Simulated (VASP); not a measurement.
```
CELL_PARAMETERS angstrom
      2.01350    -3.48749     0.00000
      2.01350     3.48749     0.00000
      0.00000     0.00000     5.06457
ATOMIC_POSITIONS crystal
  Te 0.33333 0.66667 0.26408
  Te 0.66667 0.33333 0.73592
  Pt 0.00000 0.00000 0.00000
```

All values below come from LDA (Ceperley-Alder, Perdew-Zunger), VASP's LDA PAW potentials (set 64) (plane waves; VASP). Numerical set-up: 400 eV cut-off, 10×10×7 Γ-centred mesh, tetrahedra with Blöchl corrections, potentials Te Pt.

The cores are frozen, which limits the accuracy of field gradients.

Question: Give the principal components of the electric field gradient (V/Å²) and the asymmetry η at each nucleus.

Answer: 
```tsv
atom	Vxx	Vyy	Vzz	η
Te1	4.1	4.1	-8.2	0.00
Te2	4.1	4.1	-8.2	0.00
Pt3	-65.8	-65.8	131.6	0.00
```

The compound is PtTe2 in the 1T layered structure. It was relaxed first.
